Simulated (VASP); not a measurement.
# CsLiCr2Te2S3 (R32) in VASP: settings compared

The runs below take CsLiCr2Te2S3 through relaxation of cell and atoms, atomic charges, with PBE+D3(BJ), PBE+D4, PBE+TS, r2SCAN, PBE.

All numbers are computed with VASP 6.6.1; they aren't measurements. Logs are shortened: lines on timing, memory, paths and dates and some standing lists are left out, and cuts for length are marked.

## (1) The crystal as given

It takes space group R32 (No. 155, trigonal). The conventional cell has a = 6.639 Å, b = 6.639 Å, c = 20.639 Å, α = 90.00°, β = 90.00°, γ = 120.00°. Cs (site symmetry 32) is surrounded by 6 Te at 3.84 Å and 6 S at 4.04 Å and 2 Cr at 4.16 Å. Li (site symmetry 32) is surrounded by 3 S at 2.41 Å. Cr (site symmetry 3) has 3 S at 2.24 Å and 1 Te at 2.45 Å as nearest neighbours. Te (site symmetry 3) is surrounded by 1 Cr at 2.45 Å. S (site symmetry 2) has 2 Cr at 2.24 Å and 1 Li at 2.41 Å as nearest neighbours.

The cell was built by a generator and needn't be a form met in nature.

## (2) Relaxation of cell and atoms, PBE+D3(BJ), collinear spin, ferromagnetic start

INCAR

```
SYSTEM = CsLiCr2Te2S3
  PREC = Accurate
  ENCUT = 600
  EDIFF = 1E-6
  ISMEAR = -1
  SIGMA = 0.05
  LREAL = .False.
  LASPH = .True.
  NELM = 150
  ALGO = Normal
  ISIF = 3
  LWAVE = .False.
  LCHARG = .False.
  ISPIN = 2
  MAGMOM = 0 0 3 3 0 0 0 0 0
  LORBIT = 11
  LMAXMIX = 4
  GGA = PE
  IVDW = 12
  IBRION = 2
  NSW = 60
  EDIFFG = -0.02
  KPAR = 4
```

KPOINTS

```
regular mesh
0
Gamma
  5 5 5
  0 0 0
```

POSCAR

```
CsLiCr2Te2S3
1.0
    3.3192900000      1.9163900000      6.8798200000
   -3.3192900000      1.9163900000      6.8798200000
    0.0000000000     -3.8327900000      6.8798200000
Cs Li Cr Te S
1 1 2 2 3
Direct
    0.0000000000      0.0000000000      0.0000000000
    0.5000000000      0.5000000000      0.5000000000
    0.7984800000      0.7984800000      0.7984800000
    0.2015200000      0.2015200000      0.2015200000
    0.6799000000      0.6799000000      0.6799000000
    0.3201000000      0.3201000000      0.3201000000
    0.1362600000      0.8637400000      0.5000000000
    0.5000000000      0.1362600000      0.8637400000
    0.8637400000      0.5000000000      0.1362600000
```

Potentials or basis: VASP PAW PBE potentials, release 64 (Cs_sv, Li_sv, Cr_pv, Te, S).

Started as:

```bash
> cat potpaw_PBE.64/Cs_sv/POTCAR potpaw_PBE.64/Li_sv/POTCAR potpaw_PBE.64/Cr_pv/POTCAR potpaw_PBE.64/Te/POTCAR potpaw_PBE.64/S/POTCAR > POTCAR
> mpirun -np 4 vasp_std > vasp.out
```

OUTCAR:

```text
SYSTEM = CsLiCr2Te2S3
   PREC = Accurate
   ENCUT = 600
   EDIFF = 1E-6
   ISMEAR = -1
   LREAL = .False.
   LASPH = .True.
   NELM = 150
   ISIF = 3
   ISPIN = 2
   LORBIT = 11
   GGA = PE
   IVDW = 12
   IBRION = 2
   NSW = 60
   EDIFFG = -0.02
 IVDW          = 12

 ion  position               nearest neighbor table
   1  0.000  0.000  0.000-
   2  0.500  0.500  0.500-   7 2.41   8 2.41   9 2.41
   3  0.798  0.798  0.798-   7 2.24   8 2.24   9 2.24   5 2.45
   4  0.202  0.202  0.202-   7 2.24   9 2.24   8 2.24   6 2.45
   5  0.680  0.680  0.680-   3 2.45
   6  0.320  0.320  0.320-   4 2.45
   7  0.136  0.864  0.500-   3 2.24   4 2.24   2 2.41
   8  0.500  0.136  0.864-   3 2.24   4 2.24   2 2.41
   9  0.864  0.500  0.136-   4 2.24   3 2.24   2 2.41

  LATTYP: Found a trigonal (rhomboedric) cell.
 ALAT       =     7.8754149077
 COS(alpha) =     0.6447177554

  Lattice vectors:

 A1 = (   3.3192900000,   1.9163900000,   6.8798200000)
 A2 = (  -3.3192900000,   1.9163900000,   6.8798200000)
 A3 = (   0.0000000000,  -3.8327900000,   6.8798200000)

Analysis of symmetry for initial positions (statically):
=====================================================================
 Subroutine PRICEL returns:
 Original cell was already a primitive cell.

 Routine SETGRP: Setting up the symmetry group for a
 trigonal (rhombohedral) supercell.

 Subroutine GETGRP returns: Found  6 space group operations
 (whereof  6 operations were pure point group operations)
 out of a pool of 12 trial point group operations.

The static configuration has the point symmetry D_3 .

Analysis of symmetry for dynamics (positions and initial velocities):
=====================================================================
 Subroutine PRICEL returns:
 Original cell was already a primitive cell.

 Routine SETGRP: Setting up the symmetry group for a
 trigonal (rhombohedral) supercell.

 Subroutine GETGRP returns: Found  6 space group operations
 (whereof  6 operations were pure point group operations)
 out of a pool of 12 trial point group operations.

The dynamic configuration has the point symmetry D_3 .

Analysis of structural, dynamic, and magnetic symmetry:
=====================================================================
 Subroutine PRICEL returns:
 Original cell was already a primitive cell.

 Routine SETGRP: Setting up the symmetry group for a
 trigonal (rhombohedral) supercell.

 Subroutine GETGRP returns: Found  6 space group operations
 (whereof  6 operations were pure point group operations)
 out of a pool of 12 trial point group operations.

The overall configuration has the point symmetry D_3 .

 Subroutine INISYM returns: Found  6 space group operations
 (whereof  6 operations are pure point group operations),
 and found     1 'primitive' translations

----------------------------------------------------------------------------------------

                                     Primitive cell

  volume of cell :     262.5779

  direct lattice vectors                    reciprocal lattice vectors
     3.319290000  1.916390000  6.879820000     0.150634624  0.086968924  0.048450922
    -3.319290000  1.916390000  6.879820000    -0.150634624  0.086968924  0.048450922
     0.000000000 -3.832790000  6.879820000     0.000000000 -0.173937849  0.048450796

  length of vectors
     7.875414908  7.875414908  7.875417603     0.180559894  0.180559894  0.180559837

  position of ions in fractional coordinates (direct lattice)
     0.000000000  0.000000000  0.000000000
     0.500000000  0.500000000  0.500000000
     0.798480000  0.798480000  0.798480000
     0.201520000  0.201520000  0.201520000
     0.679900000  0.679900000  0.679900000
     0.320100000  0.320100000  0.320100000
     0.136260000  0.863740000  0.500000000
     0.500000000  0.136260000  0.863740000
     0.863740000  0.500000000  0.136260000

  ion indices of the primitive-cell ions
   primitive index   ion index
                 1           1
                 2           2
                 3           3
                 4           4
                 5           5
                 6           6
                 7           7
[... 30 lines left out ...]
            Coordinates               Weight
  0.000000  0.000000  0.000000      1.000000
  0.200000 -0.000000  0.000000      6.000000
  0.400000  0.000000  0.000000      6.000000
  0.200000  0.200000  0.000000      6.000000
  0.400000  0.200000  0.000000     12.000000
 -0.400000  0.200000 -0.000000     12.000000
[... 11 lines left out ...]
  0.400000  0.400000  0.400000      2.000000
 -0.400000  0.400000  0.400000      6.000000
   k-points           NKPTS =     19   k-points in BZ     NKDIM =     19   number of bands    NBANDS=     42
   number of dos      NEDOS =    301   number of ions     NIONS =      9
   total plane-waves  NPLWV = 262144
   dimension x,y,z NGX =    64 NGY =   64 NGZ =   64
   dimension x,y,z NGXF=   128 NGYF=  128 NGZF=  128
   ions per type =               1   1   2   2   3
   NGX,Y,Z   is equivalent  to a cutoff of  13.51, 13.51, 13.51 a.u.
   NGXF,Y,Z  is equivalent  to a cutoff of  27.02, 27.02, 27.02 a.u.
 SYSTEM =  CsLiCr2Te2S3
   PREC   = accura    normal or accurate (medium, high low for compatibility)
   ISTART =      0    job   : 0-new  1-cont  2-samecut
   ICHARG =      2    charge: 1-file 2-atom 10-const
   ISPIN  =      2    spin polarized calculation?
   LNONCOLLINEAR =      F non collinear calculations
   LSORBIT =      F    spin-orbit coupling
   LASPH  =      T    aspherical Exc in radial PAW
   ENCUT  =  600.0 eV  44.10 Ry    6.64 a.u.  15.73 15.73 15.73*2*pi/ulx,y,z
   NELM   =    150;   NELMIN=  2; NELMDL= -5     # of ELM steps
   EDIFF  = 0.1E-05   stopping-criterion for ELM
   LREAL  =      F    real-space projection
   EDIFFG = -.2E-01   stopping-criterion for IOM
   NSW    =     60    number of steps for IOM
   IBRION =      2    ionic relax: 0-MD 1-quasi-New 2-CG
   NFREE  =      1    steps in history (QN), initial steepest desc. (CG)
   ISIF   =      3    stress and relaxation
   ISYM   =      2    0-nonsym 1-usesym 2-fastsym
   POTIM  = 0.5000    time-step for ionic-motion
   TEBEG  =    0.0;   TEEND  =   0.0 temperature during run
   PSTRESS=    0.0 pullay stress
   NELECT =      66.0000    total number of electrons
   NUPDOWN=      -1.0000    fix difference up-down
   EMIN   =  10.00;   EMAX   =-10.00  energy-range for DOS
   EFERMI =   0.00;   METHOD = LEGACY
   ISMEAR =    -1;   SIGMA  =   0.05  broadening in eV -4-tet -1-fermi 0-gaus
   EFERMI_NEDOS =   21; number of points for ismear=-14 and -15
   IALGO  =     38    algorithm
   IMIX   =      4    mixing-type and parameters
     AMIX     =   0.40;   BMIX     =  1.00
     AMIX_MAG =   1.60;   BMIX_MAG =  1.00
  volume/ion in A,a.u.               =      29.18       196.88
  Fermi-wavevector in a.u.,A,eV,Ry     =   1.033166  1.952401 14.523292  1.067432
  Thomas-Fermi vector in A             =   2.167399
   LORBIT       =     11    0 simple, 1 ext, 2 COOP (PROOUT), +10 PAW based schemes
   GGA     = PE    functional components
   LHFCALC =     F    Hartree Fock is set to
   AEXX    =    0.0000 exact exchange contribution
   IVDW    =    12    specifies the selected vdW correction
   LEPSILON=     F    determine dielectric tensor
   LRPA    =     F    only Hartree local field effects (RPA)
 conjugate gradient relaxation of ions
 spin polarized calculation
  energy-cutoff  :      600.00
  volume of cell :      262.58
 maximum number of plane-waves:      8784
   NGX = 31   NGY = 31   NGZ = 31

--------------------------------------- Ionic step        1  -------------------------------------------

 number of electron      66.0000008 magnetization       4.0018275

 Free energy of the ion-electron system (eV)
  ---------------------------------------------------
  ext. energy  EPLUGINS =         0.00000000
  ---------------------------------------------------
  free energy    TOTEN  =       -45.68365901 eV

  energy without entropy =      -45.66378648  energy(sigma->0) =      -45.67372274

------------------------ aborting loop because EDIFF is reached ----------------------------------------

 Edisp (eV)   -2.67279

 E8    (eV) :    -1.1910
[... 126 lines left out ...]
  FREE ENERGIE OF THE ION-ELECTRON SYSTEM (eV)
  ---------------------------------------------------
  free  energy   TOTEN  =       -48.4221282361 eV

  energy  without entropy=      -48.4040830336  energy(sigma->0) =      -48.41310563

 E-fermi :   3.8439     XC(G=0):  -8.9606

 val. band max:        3.8103095230   @ k =  -0.4000   0.4000   0.4000
 cond. band min:       3.8565956989   @ k =   0.2000  -0.0000   0.0000
 fundamental gap:      0.0462861759
 Fermi energy:         3.8438952480

 spin component 1

 k-point     1 :       0.0000    0.0000    0.0000
  band No.  band energies     occupation
      1     -42.0354      1.00000
      2     -40.4715      1.00000
      3     -40.4715      1.00000
      4     -40.4683      1.00000
      5     -40.4683      1.00000
      6     -40.3599      1.00000
[... 1702 lines left out ...]
     41       6.6262      0.00000
     42       8.9003      0.00000

[... ionic steps 4 to 21 ...]

--------------------------------------- Ionic step       22  -------------------------------------------

 number of electron      65.9999996 magnetization       4.0037209

------------------------ aborting loop because EDIFF is reached ----------------------------------------
[... 89 lines left out ...]
--------------------------------------- Ionic step       24  -------------------------------------------

 number of electron      65.9999996 magnetization       4.0039475

 Free energy of the ion-electron system (eV)
  ---------------------------------------------------
  ext. energy  EPLUGINS =         0.00000000
  ---------------------------------------------------
  free energy    TOTEN  =       -45.54257683 eV

  energy without entropy =      -45.51684104  energy(sigma->0) =      -45.52970894

 E-fermi :   3.7679     XC(G=0):  -8.9296

 val. band max:        3.7291132833   @ k =  -0.4000   0.4000   0.4000
 cond. band min:       3.7785550660   @ k =   0.2000  -0.0000   0.0000
 fundamental gap:      0.0494417826
 Fermi energy:         3.7678995615

 spin component 1

 k-point     1 :       0.0000    0.0000    0.0000
  band No.  band energies     occupation
      1     -42.0963      1.00000
      2     -40.5516      1.00000
      3     -40.5516      1.00000
      4     -40.5486      1.00000
      5     -40.5486      1.00000
      6     -40.4437      1.00000
[... 1742 lines left out ...]
  FREE ENERGIE OF THE ION-ELECTRON SYSTEM (eV)
  ---------------------------------------------------
  free  energy   TOTEN  =       -48.5393442305 eV

  energy  without entropy=      -48.5136084409  energy(sigma->0) =      -48.52647634

 reached required accuracy - stopping structural energy minimisation

 total charge

# of ion       s       p       d       tot
------------------------------------------
    1        1.835   4.697   0.048   6.580
    2        2.019   0.051   0.000   2.070
    3        0.349   6.301   4.191  10.842
    4        0.349   6.301   4.191  10.842
    5        1.386   1.997   0.022   3.406
    6        1.386   1.997   0.022   3.406
    7        1.333   2.425   0.000   3.757
    8        1.333   2.425   0.000   3.757
    9        1.333   2.425   0.000   3.757
--------------------------------------------------
tot         11.323  28.619   8.475  48.417

 magnetization (x)

# of ion       s       p       d       tot
------------------------------------------
    1       -0.000  -0.006  -0.002  -0.008
    2        0.002   0.002   0.000   0.004
    3        0.031   0.028   2.224   2.283
    4        0.031   0.028   2.224   2.283
    5       -0.006  -0.216   0.004  -0.218
    6       -0.006  -0.216   0.004  -0.218
    7       -0.003  -0.076   0.000  -0.079
    8       -0.003  -0.076   0.000  -0.079
    9       -0.003  -0.076   0.000  -0.079
--------------------------------------------------
tot          0.041  -0.608   4.453   3.886
```

Wall time 71 min (4 MPI ranks of Intel Xeon Platinum 8259CL at 2.50GHz (Skylake/Cascade Lake), shared host); peak memory 1.1 GiB.

Results:

| Item | Value |
| --- | --- |
| Free energy | -48.5393 eV |
| Relaxed volume | 26.19 Å³/atom |
| Relaxed cell | a = 7.380 Å, b = 7.380 Å, c = 7.380 Å, α = 52.73°, β = 52.73°, γ = 52.73° |
| Space group after relaxing (to 0.05 Å) | R32 (No. 155) |
| Energy gained by relaxing | 20.3 meV/atom |
| Ionic steps | 24 |
| Pressure after relaxing | 0.0 GPa |
| Largest force after relaxing | 0.006 eV/Å |
| Band gap on the k mesh | none (metal or under the smearing width) |
| Net moment | 4.00 μB per cell |
| Site moments | Cs -0.01; Li +0.00; Cr +2.28; Te -0.22; S -0.08 μB |
| Valence electrons inside the program's atomic spheres | Cs 6.58; Li 2.07; Cr 10.84; Te 3.41; S 3.76 |
| Dispersion energy per atom | -0.333 eV |

Forces on the atoms (eV/Å):
```
Cs   0.000  0.000  0.000
Li   0.000  0.000  0.000
Cr   0.000  0.000 -0.002
Cr   0.000  0.000  0.002
Te   0.000  0.000 -0.006
Te   0.000  0.000  0.006
S    0.002  0.000  0.000
S   -0.001  0.002  0.000
S   -0.001 -0.002  0.000
```

The path:
| step | energy change (eV) | largest force (eV/Å) | pressure (GPa) | volume (Å³) |
| --- | --- | --- | --- | --- |
| 1 | 0.0000 | 0.0095 | -1.75 | 262.58 |
| 2 | -0.0656 | 0.4008 | 0.08 | 250.65 |
| 3 | -0.0657 | 0.3858 | 0.00 | 251.05 |
| 4 | -0.0828 | 0.2403 | 0.00 | 249.34 |
| 5 | -0.1000 | 0.4298 | 0.06 | 245.24 |
| 6 | -0.1084 | 0.3845 | 0.07 | 244.59 |
| 7 | -0.1282 | 0.2483 | 0.05 | 242.61 |
| 8 | -0.1412 | 0.2619 | 0.07 | 238.64 |
| 9 | -0.1416 | 0.2273 | 0.06 | 239.29 |
| 10 | -0.1459 | 0.2110 | 0.04 | 239.23 |
| 11 | -0.1565 | 0.1648 | -0.03 | 239.04 |
| 12 | -0.1679 | 0.1658 | -0.15 | 238.64 |
| 13 | -0.1691 | 0.1773 | -0.18 | 238.46 |
| 14 | -0.1744 | 0.1498 | -0.11 | 237.51 |
| 15 | -0.1747 | 0.2023 | -0.08 | 237.22 |
| 16 | -0.1778 | 0.1505 | 0.05 | 236.41 |
| 17 | -0.1797 | 0.1105 | 0.42 | 233.99 |
| 18 | -0.1803 | 0.0801 | 0.31 | 234.76 |
| 19 | -0.1826 | 0.0415 | 0.10 | 235.40 |
| 20 | -0.1829 | 0.0230 | -0.01 | 235.74 |
| 21 | -0.1829 | 0.0233 | -0.04 | 235.71 |
| 22 | -0.1828 | 0.0325 | 0.03 | 235.56 |
| 23 | -0.1829 | 0.0252 | 0.01 | 235.68 |
| 24 | -0.1829 | 0.0064 | 0.00 | 235.71 |

Final structure:
```
Cs Li Cr Te S
1.0
     3.27711    1.89204    6.33588
    -3.27711    1.89204    6.33588
     0.00000   -3.78408    6.33588
Cs Li Cr Te S
1 1 2 2 3
Direct
  0.00000 0.00000 0.00000
  0.50000 0.50000 0.50000
  0.79523 0.79523 0.79523
  0.20477 0.20477 0.20477
  0.66748 0.66748 0.66748
  0.33252 0.33252 0.33252
  0.13774 0.86226 0.50000
  0.50000 0.13774 0.86226
  0.86226 0.50000 0.13774
```

Levels at points of the mesh, in eV from the Fermi level:
Spin up:
| k point | band 33 | band 34 | band 35 | band 36 | band 37 | band 38 |
| --- | --- | --- | --- | --- | --- | --- |
| (0.00, 0.00, 0.00) | -0.40 | -0.18 | -0.18 | 0.09 | 0.31 | 0.31 |
Spin down:
| k point | band 27 | band 28 | band 29 | band 30 | band 31 | band 32 | band 33 | band 34 | band 35 | band 36 |
| --- | --- | --- | --- | --- | --- | --- | --- | --- | --- | --- |
| (0.00, 0.00, 0.00) | -2.08 | -2.07 | -1.53 | -0.15 | -0.15 | 0.66 | 0.66 | 0.97 | 1.05 | 1.05 |

Caveat: the cutoff is under 1.25 times the usual one of these potentials, so pressure, stress and relaxed cells hold a basis-set (Pulay) error; only a ferromagnetic start was run, and an antiferromagnetic order may lie lower in energy; pairwise dispersion overbinds metals, which lowers pressure and volume. With open d or f shells a metallic result of PBE can be an artefact of self-interaction; +U or a hybrid may open a gap.

(Part 1 of 3 ends here.)
